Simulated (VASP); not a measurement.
Level of theory: revPBE GGA, VASP's PBE PAW potentials (set 64) (plane waves; VASP).

The input files of a VASP run:

**POSCAR**
```
NaI
1.0
  0.0000000000   3.2350000000   3.2350000000
  3.2350000000   0.0000000000   3.2350000000
  3.2350000000   3.2350000000   0.0000000000
Na I
1 1
Direct
  0.0000000000   0.0000000000   0.0000000000
  0.5000000000   0.5000000000   0.5000000000
```

### INCAR
```
# general
SYSTEM  = NaI
PREC    = Accurate
ENCUT   = 520
LREAL   = F
LASPH   = T

# electronic loop
EDIFF   = 1E-6
NELM    = 100
ALGO    = Normal
LMAXMIX = 4

# smearing
ISMEAR  = 0
SIGMA   = 0.05

# functional
GGA     = RE

# ions
IBRION  = 2
NSW     = 60
ISIF    = 3
EDIFFG  = -0.01

# output
LWAVE   = F
LCHARG  = F
```

File KPOINTS:
```
Automatic mesh
0
Gamma
7 7 7
0 0 0
```

POTCAR, in this order: Na_pv I (PBE.64 set). Program: vasp_std.

The resulting files:

File OUTCAR:
```
 ion  position               nearest neighbor table
   1  0.000  0.000  0.000-
   2  0.500  0.500  0.500-
  LATTYP: Found a face centered cubic cell.
 ALAT       =     6.4700000000
 Subroutine PRICEL returns:
 Original cell was already a primitive cell.
 Subroutine GETGRP returns: Found 48 space group operations
The static configuration has the point symmetry O_h .
The dynamic configuration has the point symmetry O_h .
 Subroutine INISYM returns: Found 48 space group operations
 Subroutine IBZKPT returns following result:
 Found     20 irreducible k-points:

 Following reciprocal coordinates:
            Coordinates               Weight
  0.000000  0.000000  0.000000      1.000000
  0.142857  0.000000  0.000000      8.000000
  0.285714  0.000000  0.000000      8.000000
  0.428571  0.000000  0.000000      8.000000
  0.142857  0.142857  0.000000      6.000000
  0.285714  0.142857  0.000000     24.000000
  0.428571  0.142857  0.000000     24.000000
 -0.428571  0.142857  0.000000     24.000000
 -0.285714  0.142857  0.000000     24.000000
 -0.142857  0.142857  0.000000     12.000000
  0.285714  0.285714  0.000000      6.000000
  0.428571  0.285714  0.000000     24.000000
 -0.428571  0.285714  0.000000     24.000000
 -0.285714  0.285714  0.000000     12.000000
  0.428571  0.428571  0.000000      6.000000
 -0.428571  0.428571  0.000000     12.000000
  0.428571  0.285714  0.142857     24.000000
 -0.428571  0.285714  0.142857     48.000000
 -0.428571  0.428571  0.142857     24.000000
 -0.285714  0.428571  0.142857     24.000000
   k-points           NKPTS =     20   k-points in BZ     NKDIM =     20   number of bands    NBANDS=     11
   number of dos      NEDOS =    301   number of ions     NIONS =      2
   total plane-waves  NPLWV =  46656
   dimension x,y,z NGX =    36 NGY =   36 NGZ =   36
...
```

**OSZICAR**
```
       N       E                     dE             d eps       ncg     rms          rms(c)
DAV:   1     0.812621203708E+02    0.81262E+02   -0.67272E+03   440   0.112E+03
DAV:   2     0.176367509947E+01   -0.79498E+02   -0.76027E+02   470   0.239E+02
DAV:   3    -0.489864882231E+01   -0.66623E+01   -0.66259E+01   539   0.713E+01
DAV:   4    -0.508801895900E+01   -0.18937E+00   -0.18928E+00   543   0.126E+01
DAV:   5    -0.509246507277E+01   -0.44461E-02   -0.44460E-02   549   0.187E+00    0.184E+00
DAV:   6    -0.503461887382E+01    0.57846E-01   -0.89398E-02   497   0.179E+00    0.130E+00
DAV:   7    -0.503160475465E+01    0.30141E-02   -0.89417E-02   494   0.183E+00    0.665E-01
DAV:   8    -0.503601388237E+01   -0.44091E-02   -0.96520E-03   452   0.865E-01    0.169E-01
DAV:   9    -0.503596440422E+01    0.49478E-04   -0.20991E-04   506   0.138E-01    0.554E-02
DAV:  10    -0.503601931479E+01   -0.54911E-04   -0.86317E-05   476   0.980E-02    0.767E-03
DAV:  11    -0.503602429116E+01   -0.49764E-05   -0.75053E-06   500   0.263E-02    0.184E-03
DAV:  12    -0.503602550996E+01   -0.12188E-05   -0.26713E-06   467   0.154E-02    0.165E-03
DAV:  13    -0.503602574401E+01   -0.23405E-06   -0.11200E-07   295   0.316E-03
   1 F= -.50360257E+01 E0= -.50360257E+01  d E =-.503603E+01
       N       E                     dE             d eps       ncg     rms          rms(c)
DAV:   1    -0.520776574279E+01   -0.17174E+00   -0.36302E+00   494   0.293E+01    0.233E+00
DAV:   2    -0.509221334428E+01    0.11555E+00   -0.14779E-01   491   0.468E+00    0.114E+00
DAV:   3    -0.505893018291E+01    0.33283E-01   -0.86302E-02   494   0.313E+00    0.507E-01
DAV:   4    -0.505862576067E+01    0.30442E-03   -0.11322E-03   474   0.349E-01    0.518E-01
DAV:   5    -0.505789587423E+01    0.72989E-03   -0.16061E-04   455   0.133E-01    0.157E-01
DAV:   6    -0.505753635566E+01    0.35952E-03   -0.56488E-04   494   0.317E-01    0.275E-01
DAV:   7    -0.505755211764E+01   -0.15762E-04   -0.11027E-05   467   0.261E-02    0.404E-01
DAV:   8    -0.505751385154E+01    0.38266E-04   -0.16560E-05   443   0.368E-02    0.491E-02
DAV:   9    -0.505750816813E+01    0.56834E-05   -0.30456E-06   509   0.170E-02    0.785E-02
DAV:  10    -0.505751097819E+01   -0.28101E-05   -0.62275E-07   452   0.767E-03    0.235E-02
DAV:  11    -0.505751270388E+01   -0.17257E-05   -0.54628E-07   285   0.715E-03    0.647E-03
DAV:  12    -0.505751257058E+01    0.13330E-06   -0.68643E-08   235   0.219E-03
   2 F= -.50575126E+01 E0= -.50575126E+01  d E =-.214868E-01
       N       E                     dE             d eps       ncg     rms          rms(c)
DAV:   1    -0.539841396199E+01   -0.34090E+00   -0.81187E+00   497   0.439E+01    0.343E+00
DAV:   2    -0.514015090460E+01    0.25826E+00   -0.33540E-01   491   0.687E+00    0.168E+00
DAV:   3    -0.506744397415E+01    0.72707E-01   -0.19273E-01   494   0.460E+00    0.743E-01
DAV:   4    -0.506665234314E+01    0.79163E-03   -0.25144E-03   460   0.514E-01    0.745E-01
DAV:   5    -0.506480450847E+01    0.18478E-02   -0.42764E-04   443   0.221E-01    0.179E-01
DAV:   6    -0.506431332456E+01    0.49118E-03   -0.91032E-04   494   0.380E-01    0.302E-01
DAV:   7    -0.506432077281E+01   -0.74482E-05   -0.14302E-05   455   0.290E-02    0.366E-01
DAV:   8    -0.506428238183E+01    0.38391E-04   -0.23441E-05   440   0.449E-02    0.495E-02
DAV:   9    -0.506427975663E+01    0.26252E-05   -0.45046E-06   455   0.189E-02    0.175E-01
DAV:  10    -0.506428457768E+01   -0.48211E-05   -0.24234E-06   440   0.139E-02    0.473E-02
DAV:  11    -0.506428672952E+01   -0.21518E-05   -0.56780E-07   399   0.654E-03    0.973E-03
DAV:  12    -0.506428738110E+01   -0.65159E-06   -0.23935E-07   223   0.368E-03
   3 F= -.50642874E+01 E0= -.50642874E+01  d E =-.282616E-01
       N       E                     dE             d eps       ncg     rms          rms(c)
DAV:   1    -0.508456889776E+01   -0.20282E-01   -0.44488E-01   497   0.961E+00    0.845E-01
DAV:   2    -0.506954946827E+01    0.15019E-01   -0.19572E-02   494   0.164E+00    0.405E-01
DAV:   3    -0.506537549504E+01    0.41740E-02   -0.10988E-02   494   0.108E+00    0.192E-01
DAV:   4    -0.506534810240E+01    0.27393E-04   -0.14376E-04   487   0.124E-01    0.200E-01
DAV:   5    -0.506530561966E+01    0.42483E-04   -0.41809E-05   461   0.754E-02    0.678E-02
DAV:   6    -0.506518200052E+01    0.12362E-03   -0.16522E-04   494   0.173E-01    0.174E-01
DAV:   7    -0.506518178959E+01    0.21093E-06   -0.30068E-06   443   0.133E-02
   4 F= -.50651818E+01 E0= -.50651818E+01  d E =-.291560E-01
```

### OUTCAR
```
------------------------ aborting loop because EDIFF is reached ----------------------------------------
  FORCE on cell =-STRESS in cart. coord.  units (eV):
  Direction    XX          YY          ZZ          XY          YZ          ZX
  --------------------------------------------------------------------------------------
  Total        0.0076086      0.0076086      0.0076086      0.0000000      0.0000000     -0.0000000
  in kB        0.1633852      0.1633852      0.1633852      0.0000000      0.0000000     -0.0000000
  external PRESSURE =       0.1633852 kB  Pullay stress =       0.0000000 kB
  volume of cell :       74.61
      direct lattice vectors                 reciprocal lattice vectors
    -0.000000000  3.341373234  3.341373234    -0.149639075  0.149639075  0.149639075
     3.341373234 -0.000000000  3.341373234     0.149639075 -0.149639075  0.149639075
     3.341373234  3.341373234 -0.000000000     0.149639075  0.149639075 -0.149639075
  FREE ENERGIE OF THE ION-ELECTRON SYSTEM (eV)
  ---------------------------------------------------
  free  energy   TOTEN  =        -5.0651817896 eV

  energy  without entropy=       -5.0651817896  energy(sigma->0) =       -5.06518179

 reached required accuracy - stopping structural energy minimisation
```
(Selected blocks of OUTCAR.)

File CONTCAR:
```
NaI
   1.00000000000000
    -0.0000000000000000    3.3413732343197133    3.3413732343197133
     3.3413732343197133   -0.0000000000000000    3.3413732343197133
     3.3413732343197133    3.3413732343197133   -0.0000000000000000
  Na              I
     1     1
Direct
     0.0000000000000000    0.0000000000000000    0.0000000000000000
     0.5000000000000000    0.5000000000000000    0.5000000000000000
```

File OUTCAR:
```
 val. band max:        0.2711476008   @ k =   0.0000   0.0000   0.0000

 cond. band min:       3.9078522836   @ k =   0.0000   0.0000   0.0000


 Fermi energy:         0.5087079897

 k-point     1 :       0.0000    0.0000    0.0000
  band No.  band energies     occupation
      1     -22.3241      2.00000
      2     -22.3241      2.00000
      3     -22.3241      2.00000
      4     -10.4858      2.00000
      5       0.2711      2.00000
      6       0.2711      2.00000
      7       0.2711      2.00000
      8       3.9079      0.00000
      9       8.2914      0.00000
     10       8.2914      0.00000
     11       8.2914      0.00000

 k-point     2 :       0.1429    0.0000    0.0000
  band No.  band energies     occupation
      1     -22.3246      2.00000
      2     -22.3241      2.00000
      3     -22.3241      2.00000
      4     -10.4446      2.00000
      5      -0.1952      2.00000
      6       0.2262      2.00000
      7       0.2262      2.00000
      8       4.4817      0.00000
      9       7.8791      0.00000
     10       8.4372      0.00000
     11       8.4372      0.00000

 k-point     3 :       0.2857    0.0000    0.0000
  band No.  band energies     occupation
      1     -22.3259      2.00000
      2     -22.3242      2.00000
      3     -22.3242      2.00000
      4     -10.3487      2.00000
      5      -0.9748      2.00000
      6       0.1298      2.00000
      7       0.1298      2.00000
      8       5.3039      0.00000
      9       7.8113      0.00000
     10       8.1502      0.00000
     11       8.1502      0.00000

 k-point     4 :       0.4286    0.0000    0.0000
  band No.  band energies     occupation
      1     -22.3269      2.00000
      2     -22.3243      2.00000
      3     -22.3243      2.00000
      4     -10.2682      2.00000
      5      -1.4723      2.00000
      6       0.0568      2.00000
      7       0.0568      2.00000
      8       5.5079      0.00000
      9       7.8048      0.00000
...
```

Energy and stress use the plane-wave basis of the starting cell. Unless said otherwise, spin-orbit coupling is left out, though it shifts the bands of the heavy elements here.

The compound is NaI in the rock salt structure. This run relaxes it. Symmetry was kept, so distortions that lower it aren't found.
